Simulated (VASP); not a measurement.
# CsIO: single point with r2SCAN

CsIO:

```
I Cs O
1.0
     4.27541    0.00000    0.00000
     0.00000    4.27541    0.00000
     0.00000    0.00000    9.81075
I Cs O
2 2 2
Cartesian
  1.0689 1.0689 6.3672
  3.2066 3.2066 3.4436
  1.0689 1.0689 2.0210
  3.2066 3.2066 7.7897
  3.2066 1.0689 0.0000
  1.0689 3.2066 0.0000
```

The cell was built by a generator and needn't be a form met in nature.

- Program: VASP 6.6.1
- Task: single point
- Functional: r2SCAN
- Potentials or basis: VASP PAW PBE potentials, release 64 (I, Cs_sv, O)
- Cutoff: 520 eV
- k mesh: 8 × 8 × 4
- Occupations: fermi-dirac, width 0.1 eV
- Spin: no spin polarisation
- Dipole correction: no
- Further INCAR settings: ALGO = Normal; EDIFF = 1e-06

```yaml
Pressure: 4.9 GPa
Largest_force: 1.541 eV/Å
Band_gap_on_the_k_mesh: none (metal or under the smearing width)
Valence_electrons_inside_the_program's_atomic_spheres: I 4.34; Cs 6.63; O 4.70
```

Forces in eV/Å, atoms in the order of the input:
```
I    0.000  0.000 -1.447
I    0.000  0.000  1.447
Cs   0.000  0.000 -1.541
Cs   0.000  0.000  1.541
O    0.000  0.000  0.000
O    0.000  0.000  0.000
```

Stress tensor (GPa, compression positive):
```
6.59 0.00 0.00
0.00 6.59 0.00
0.00 0.00 1.62
```

Levels at points of the mesh, in eV from the Fermi level:
| k point | band 20 | band 21 | band 22 | band 23 | band 24 | band 25 |
| --- | --- | --- | --- | --- | --- | --- |
| (0.00, 0.00, 0.00) | -0.09 | -0.09 | 0.13 | 0.41 | 0.41 | 5.16 |
| (0.50, 0.00, 0.00) | -0.50 | -0.41 | -0.41 | 0.03 | 0.03 | 6.68 |
| (0.50, 0.50, 0.00) | -0.82 | 0.12 | 0.12 | 0.32 | 0.32 | 7.59 |
| (0.00, 0.00, 0.50) | -0.40 | 0.22 | 0.22 | 0.27 | 0.27 | 5.46 |
| (0.50, 0.00, 0.50) | -0.39 | -0.29 | -0.29 | -0.10 | -0.10 | 6.71 |
| (0.50, 0.50, 0.50) | -0.49 | -0.12 | -0.12 | 0.32 | 0.32 | 7.53 |

Wall time 7.6 min on 1 thread of Intel(R) Xeon(R) Platinum 8488C (Sapphire Rapids), on a shared host, peak memory 0.44 GiB.

Caveat: the PAW data sets were made with another functional, which shifts forces and pressure a little; tetrahedron occupations give inexact forces and stress in metals. The run has no spin-orbit coupling, so splittings on Cs, I are missing.
